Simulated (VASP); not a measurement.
A run of VASP 6.6.1:

The input INCAR:

```
SYSTEM = GaN
ALGO = Normal ; EDIFF = 1E-7
ENCUT = 520 ; GGA = PE
ISIF = 2 ; ISMEAR = 0
LASPH = .TRUE. ; LCHARG = .FALSE.
LREAL = .FALSE. ; LWAVE = .FALSE.
NELM = 100 ; PREC = Accurate
SIGMA = 0.02
```

Contents of KPOINTS:

```
k-points
0
G
  3 3 2
  0 0 0
```

POSCAR

```
GaN
1.0
    3.1800000000      0.0000000000      0.0000000000
   -1.5900000000      2.7539607800      0.0000000000
    0.0000000000      0.0000000000      5.1660000000
Ga N
2 2
Direct
    0.3333333300      0.6666666700      0.0000000000
    0.6666666700      0.3333333300      0.5000000000
    0.3333333300      0.6666666700      0.3750000000
    0.6666666700      0.3333333300      0.8750000000
```

Potentials or basis: VASP PAW PBE potentials, release 64 (Ga_d, N).

The run is started by

```console
$ cat potpaw_PBE.64/Ga_d/POTCAR potpaw_PBE.64/N/POTCAR > POTCAR
$ mpirun -np 1 vasp_std > vasp.out
```

Hardware: 1 thread of Intel(R) Xeon(R) Platinum 8488C (Sapphire Rapids) (shared host).

Task: Estimate the wall time of this run.

Result: Run time: 12 s on 1 thread of Intel(R) Xeon(R) Platinum 8488C (Sapphire Rapids), on a shared host, peak memory 0.15 GiB. Counts: scf iterations 15, k points 6.
